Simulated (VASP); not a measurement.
# LiPm3 (Pm-3m) in VASP: notebook, part 2 of 2

VASP 6.6.1. The steps go on from the part before.

### 3 Band structure, PBE+ULG+U, non-collinear spin, ferromagnetic start, spin-orbit coupling (volume scaled by 0.96)

The input, run.py:

```python
from ase.calculators.vasp import Vasp
from ase.dft.bandgap import bandgap
from ase.io import read

atoms = read('LiPm3.cif', primitive_cell=True, subtrans_included=False)
atoms.set_initial_magnetic_moments([[4.0, 0.0, 0.0], [4.0, 0.0, 0.0], [4.0, 0.0, 0.0], [0.0, 0.0, 0.0]])
calc = Vasp(
    directory='calc',
    xc='pbe',
    pp='PBE',
    setups='materialsproject',
    prec='Accurate',
    encut=250,
    ediff=1e-06,
    ismear=-1,
    sigma=0.02,
    lreal=False,
    lasph=True,
    nelm=120,
    algo='Fast',
    isif=2,
    lwave=False,
    lcharg=True,
    lorbit=11,
    lsorbit=True,
    gga_compat=False,
    lorbmom=True,
    lmaxmix=6,
    ldautype=2,
    ldauprint=1,
    ivdw=3,
    nelmin=8,
    ldau_luj={'Pm': {'L': 3, 'U': 6, 'J': 0}},
    kpts=[5, 5, 5],
    gamma=True,
    nbands=48,
)
atoms.calc = calc

print('energy (eV):', atoms.get_potential_energy())
print('free energy (eV):', atoms.get_potential_energy(force_consistent=True))
efermi = calc.get_fermi_level()
print('Fermi level (eV):', efermi)
path = atoms.cell.bandpath(npoints=40, eps=1e-4)
print('path:', path.path)
calc.set(kpts=path.kpts, reciprocal=True, icharg=11, isym=0, lcharg=False)
calc.calculate(atoms)
print('gap on the path (eV):', bandgap(calc, efermi=efermi)[0])
print('direct gap on the path (eV):', bandgap(calc, efermi=efermi, direct=True)[0])
```

The input, LiPm3.cif:

```cif
data_LiPm3
_cell_length_a 4.93138045
_cell_length_b 4.93138045
_cell_length_c 4.93138045
_cell_angle_alpha 90.00000000
_cell_angle_beta 90.00000000
_cell_angle_gamma 90.00000000
_space_group_name_H-M_alt 'Pm-3m'
_space_group_name_Hall '-P 4 2 3'
_space_group_IT_number 221
loop_
_space_group_symop_operation_xyz
'x,y,z'
'-x,-y,-z'
'-y,x,z'
'y,-x,-z'
'-x,-y,z'
'x,y,-z'
'y,-x,z'
'-y,x,-z'
'x,-y,-z'
'-x,y,z'
'-y,-x,-z'
'y,x,z'
'-x,y,-z'
'x,-y,z'
'y,x,-z'
'-y,-x,z'
'z,x,y'
'-z,-x,-y'
'z,-y,x'
'-z,y,-x'
'z,-x,-y'
'-z,x,y'
'z,y,-x'
'-z,-y,x'
'-z,x,-y'
'z,-x,y'
'-z,-y,-x'
'z,y,x'
'-z,-x,y'
'z,x,-y'
'-z,y,x'
'z,-y,-x'
'y,z,x'
'-y,-z,-x'
'x,z,-y'
'-x,-z,y'
'-y,z,-x'
'y,-z,x'
'-x,z,y'
'x,-z,-y'
'-y,-z,x'
'y,z,-x'
'-x,-z,-y'
'x,z,y'
'y,-z,-x'
'-y,z,x'
'x,-z,y'
'-x,z,-y'
loop_
_atom_site_label
_atom_site_type_symbol
_atom_site_symmetry_multiplicity
_atom_site_Wyckoff_symbol
_atom_site_fract_x
_atom_site_fract_y
_atom_site_fract_z
_atom_site_occupancy
Pm1 Pm 3 c 0.0000000000 0.5000000000 0.5000000000 1
Li1 Li 1 a 0.0000000000 0.0000000000 0.0000000000 1
```

Potentials or basis: VASP PAW PBE potentials, release 64 (Pm_3, Li_sv), 4f in core.

Command:

```bash
$ python run.py
```

Run time: 2.7 min. Hardware: 1 thread of Intel Xeon 6975P-C (Granite Rapids), shared host; peak memory 0.3 GiB.

The run converged, but a check on its numbers failed (symmetry, net force, bounds or a known fault of this set-up), so they aren't taken as properties of the crystal.

Caveat: the cutoff lies under the usual one of these potentials, so the numbers hold a large basis-set error; the log is that of the step along the path at fixed density, whose energy, stress, charges and moments have no meaning; the magnetic or orbital state may not be the lowest; U is put on an f shell that these potentials keep in the core, so it has next to no effect; the 4f electrons are frozen in the core as for a trivalent ion, so they carry no moment and show no levels; the U is typed as a test and isn't derived for this compound.

### 4 Equation of state, PBE+D4+U, collinear spin, random start

The input, run.py:

```python
from ase.calculators.vasp import Vasp
from ase.eos import EquationOfState
from ase.io import Trajectory
from ase.io import read
from ase.units import GPa

atoms = read('LiPm3.xyz')
atoms.set_initial_magnetic_moments([3.12, -1.14, -2.54, 0.0])
calc = Vasp(
    directory='calc',
    xc='pbe',
    pp='PBE',
    setups='materialsproject',
    prec='Accurate',
    encut=520,
    ediff=1e-06,
    ismear=1,
    sigma=0.1,
    lreal=False,
    lasph=True,
    nelm=100,
    algo='Normal',
    isif=2,
    lwave=False,
    lcharg=False,
    ispin=2,
    lorbit=11,
    lmaxmix=6,
    ldautype=2,
    ldauprint=1,
    ivdw=13,
    ldau_luj={'Pm': {'L': 3, 'U': 6, 'J': 0}},
    kpts=[6, 6, 6],
    gamma=True,
)
atoms.calc = calc
cell = atoms.cell.copy()
volumes, energies = [], []
traj = Trajectory('eos.traj', 'w')
for x in [0.94, 0.96, 0.98, 1.0, 1.02, 1.04, 1.06]:
    atoms.set_cell(cell * x ** (1 / 3), scale_atoms=True)
    volumes.append(atoms.get_volume())
    energies.append(atoms.get_potential_energy())
    traj.write(atoms)
    print(f'{x:5.2f} {volumes[-1]:12.5f} {energies[-1]:14.6f}')

v0, e0, B = EquationOfState(volumes, energies, eos='birchmurnaghan').fit()
print(f'V0 = {v0:.4f} A^3, E0 = {e0:.6f} eV, B = {B / GPa:.2f} GPa')
```

The input, LiPm3.xyz:

```xyz
4
Lattice="4.9989420000 0.0000000000 0.0000000000 0.0000000000 4.9989420000 0.0000000000 0.0000000000 0.0000000000 4.9989420000" Properties=species:S:1:pos:R:3 pbc="T T T"
Pm     0.0000000000      2.4994710000      2.4994710000
Pm     2.4994710000      0.0000000000      2.4994710000
Pm     2.4994710000      2.4994710000      0.0000000000
Li     0.0000000000      0.0000000000      0.0000000000
```

Command:

```bash
$ python run.py
```

Wall time 33 min (1 thread of Intel Xeon Platinum 8488C (Sapphire Rapids), shared host); peak memory 0.47 GiB.

It converged, with:

| Property | Result |
| --- | --- |
| Equilibrium volume | 30.20 Å³/atom |
| Bulk modulus | 30 GPa |
| Pressure derivative of the bulk modulus | 3.3 |

Energy against volume, from the lowest point:
| volume (Å³/atom) | energy (meV/atom) |
| --- | --- |
| 29.356 | 2.16 |
| 29.981 | 0.00 |
| 30.606 | 0.32 |
| 31.230 | 2.96 |
| 31.855 | 7.70 |
| 32.479 | 14.36 |
| 33.104 | 22.78 |

Caveat: the cutoff is under 1.25 times the usual one of these potentials, so pressure, stress and relaxed cells hold a basis-set (Pulay) error; the magnetic or orbital state may not be the lowest; U is put on an f shell that these potentials keep in the core, so it has next to no effect; spin-orbit coupling is left out, which moves the levels of the heavy elements; the 4f electrons are frozen in the core as for a trivalent ion, so they carry no moment and show no levels; the U is typed as a test and isn't derived for this compound. The state reached can hang on the start; a lower one may exist.
